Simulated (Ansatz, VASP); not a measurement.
# Cross-check of Hf (Hafnium) between VASP and Ansatz, part 2 of 2

Aim: how closely do two programs agree when they are given the same cell, functional and k mesh? The structure shown is the end of the Ansatz relaxation below.

VASP 6.6.1 and Ansatz 0.2.0.

So far: The structure; Ansatz: relaxation, LDA; VASP: single point, LDA, pair 1; Comparison; VASP: single point, LDA, pair 2.

## Step 6: VASP: single point, LDA, pair 2 (continued)

Level of this step: LDA; plane waves and PAW (Hf_pv) (VASP).

Numbers of over 12 decimals in the logs are rounded to 6 here.

OUTCAR, selected parts (step 6):

```text
  Total        2.7596957      2.7596957      2.7583473      0.0000000      0.0000000      0.0000000
  in kB      115.3710134    115.3710134    115.3146430      0.0000000      0.0000000      0.0000000
  external PRESSURE =     115.3522233 kB  Pullay stress =       0.0000000 kB

 POSITION                                       TOTAL-FORCE (eV/Angst)
 -----------------------------------------------------------------------------------
      0.00000      1.74780      1.20720        -0.000000     -0.000000      0.000000
      1.51364      0.87390      3.62161         0.000000      0.000000      0.000000
 -----------------------------------------------------------------------------------
    total drift:                               -0.000000     -0.000000      0.000000

  FREE ENERGIE OF THE ION-ELECTRON SYSTEM (eV)
  ---------------------------------------------------
  free  energy   TOTEN  =       -21.2548656830 eV

  energy  without entropy=      -21.2557042523  energy(sigma->0) =      -21.25514521

[... 1 part as in an earlier step ...]

[... 2 further parts left out ...]
[key lines of the parts left out:]
E-fermi :   5.9841
```

The run ends at a pressure of 11.54 GPa.

## Step 7: Comparison

What differs besides the data sets and the points named for the pairs above, as far as they apply: the data sets hold 52 valence electrons in Ansatz (on its PAW soft_1 files) and 20 in VASP. Total energies have different zeros and are not compared.

Both answers:

```csv
quantity,Ansatz,VASP,difference
pressure (GPa),11.54,11.54,0.00
```

## Step 8: Ansatz: relaxation, LDA

This run makes the geometry at which the two programs are then compared. The cell compared in this pair holds 39.16 Å³, against 38.32 Å³ for the pair before.

The structure compared here is the end of the Ansatz relaxation.

input.yaml

```yaml
crystal:
  lattice:
    - [3.0535758726, 0.0, 0.0]
    - [-1.5267879363, 2.6444742781, 0.0]
    - [0.0, 0.0, 4.8491658212]
  atoms:
    - { symbol: Hf, position: [0.3333333333, 0.6666666667, 0.25] }
    - { symbol: Hf, position: [0.6666666667, 0.3333333333, 0.75] }
kpoints:
  mp_grid: { grid: [15, 15, 8] }
hamiltonian:
  xc: lda
  pseudopotentials: { kind: paw, azcp: { folder: soft_1 }, xc_functional: pbe }
scf:
  occupations: { method: methfessel_paxton, width: 0.2 }
output:
  forces: true
  stress: true
  eigenvalues: true
relax:
  adjacent_minimum: "off"
  f_tol: 0.001
  max_steps: 60
  cell: { stress_tol: 0.01, fix: [volume] }
```

On the command line:

```
$ ansatz run input.yaml --threads 4 --pin off --max-ram 10240MiB --backend cpu --events-out ev --progress --plain --runs-dir out
```

Output:

```text
[...]
Crystal: 2 atoms, lattice volume = 39.158 Å³
Basis set: ecut = 420 eV, 761 PW (Γ)
Bands: 32, of which v1, the nominal top of the filled ones, is band 26 counted from 1 (25 counted from 0)
Symmetry: 24 space group operations
[...]
k-points: 135 of 1800
[...]
k-point 134: bands = [... 22 lower, 18.5965, 18.5965, 19.0350, 19.0350, 20.6591, 20.6591, 23.3277, 23.3277, ... 2 higher]
--- Relaxed structure (3 steps of the walk, 3 accepted, 1 SCFs on fresh bases) ---
[...]
cell:  # Å, volume = 39.1575 Å³
    - [3.051471, 0.0, 0.0]
    - [-1.525735, 2.642651, 0.0]
    - [0.0, 0.0, 4.855858]
  atoms:
    - { symbol: Hf, position: [0.333333, 0.666667, 0.25] }
    - { symbol: Hf, position: [0.666667, 0.333333, 0.75] }
[key lines of the parts left out:]
SCF converged after 6 iterations
Free energy (F): -30954.923390 eV
Fermi energy:    20.687336 eV
P = ⅓ Tr σ = 8.2708 GPa (82.708 kbar)
```

## Step 9: VASP: single point, LDA, pair 3

The same cell, functional (in two slightly different forms), mesh and smearing now go to VASP, with its own data sets.

INCAR

```
SYSTEM = Hf
PREC = Accurate
ENCUT = 500
EDIFF = 1E-06
NELM = 120
ISMEAR = 1
SIGMA = 0.2
LREAL = .FALSE.
ALGO = Normal
GGA = PW92
NBANDS = 16
LASPH = .TRUE.
LORBIT = 11
LWAVE = .FALSE.
LCHARG = .FALSE.
ISIF = 2
GGA_COMPAT = .FALSE.
KPAR = 2
```

POSCAR

```
Hf
1.0
    3.0514709156      0.0000000000      0.0000000000
   -1.5257354578      2.6426513318      0.0000000000
    0.0000000000      0.0000000000      4.8558582044
Hf
2
Direct
    0.3333333334      0.6666666668      0.2500000000
    0.6666666668      0.3333333334      0.7500000000
```

KPOINTS

```
Automatic mesh
0
Gamma
15 15 8
0 0 0
```

The projector-augmented-wave data sets are Hf_pv (LDA family, release 64).

On the command line:

```
$ mpirun -np 2 vasp_std
```

Output:

```text
[... set-up lines as in an earlier step ...]
 entering main loop
       N       E                     dE             d eps       ncg     rms          rms(c)
DAV:   1     0.476256506692E+02    0.47626E+02   -0.11392E+04  4328   0.117E+03
DAV:   2    -0.204420633117E+02   -0.68068E+02   -0.66478E+02  5736   0.253E+02
DAV:   3    -0.219317942099E+02   -0.14897E+01   -0.14809E+01  5728   0.262E+01
DAV:   4    -0.219413035071E+02   -0.95093E-02   -0.94883E-02  5328   0.252E+00
[...]
DAV:  10    -0.213064289346E+02    0.66391E-06   -0.43486E-05  5232   0.483E-02    0.217E-01
DAV:  11    -0.213064250650E+02    0.38696E-05   -0.55253E-06  5248   0.164E-02    0.122E-02
DAV:  12    -0.213064250381E+02    0.26954E-07   -0.39840E-07  3016   0.467E-03
   1 F= -.21306425E+02 E0= -.21306884E+02  d E =0.137623E-02
```

From OUTCAR (step 9):

```text
  Total        2.0205837      2.0205837      2.0184897      0.0000000      0.0000000      0.0000000
  in kB       82.6746429     82.6746429     82.5889632      0.0000000      0.0000000      0.0000000
  external PRESSURE =      82.6460830 kB  Pullay stress =       0.0000000 kB

 POSITION                                       TOTAL-FORCE (eV/Angst)
 -----------------------------------------------------------------------------------
      0.00000      1.76177      1.21396        -0.000000      0.000000      0.000000
      1.52574      0.88088      3.64189         0.000000     -0.000000      0.000000
 -----------------------------------------------------------------------------------
    total drift:                               -0.000000     -0.000000      0.000000

  FREE ENERGIE OF THE ION-ELECTRON SYSTEM (eV)
  ---------------------------------------------------
  free  energy   TOTEN  =       -21.3064250381 eV

  energy  without entropy=      -21.3078012683  energy(sigma->0) =      -21.30688378

[... 1 part as in an earlier step ...]

[... 2 further parts left out ...]
[key lines of the parts left out:]
E-fermi :   5.8129
```

The run ends at a pressure of 8.26 GPa.

## Step 10: Comparison

What differs besides the data sets and the points named for the pairs above, as far as they apply: the data sets hold 52 valence electrons in Ansatz (on its PAW soft_1 files) and 20 in VASP. Total energies have different zeros and are not compared.

Both answers:

```csv
quantity,Ansatz,VASP,difference
pressure (GPa),8.27,8.26,+0.01
```

## Step 11: Summary of results

| Property | Result |
| --- | --- |
| difference in pressure (single point, LDA, pair 1) | 0.0037 GPa |
| difference in pressure (single point, LDA, pair 2) | 0.0031 GPa |
| difference in pressure (single point, LDA, pair 3) | 0.0062 GPa |

In words: The difference in pressure is 0.0062 GPa (single point, LDA, pair 3), within the 1 GPa picked in this series as the mark of a large difference. The data sets hold unlike numbers of valence electrons (52 in Ansatz and 20 in VASP), so part of the differences comes from the potentials. 5 further runs of this series are not shown here. How closely two codes agree says nothing of how well the functional describes the real material.

[Lines on the potential files, build, host, timing and source positions are cut from VASP's logs without a mark.]

[Logs are printed without paths, hosts, clocks, repeated set-up lines and the standing remarks that a program may print on its own settings, such as how far it seeks lower states.]

[Hosts, paths, dates, database ids (printed as entryN), source tags and the programs' standing remarks are cut or masked in the printed files.]
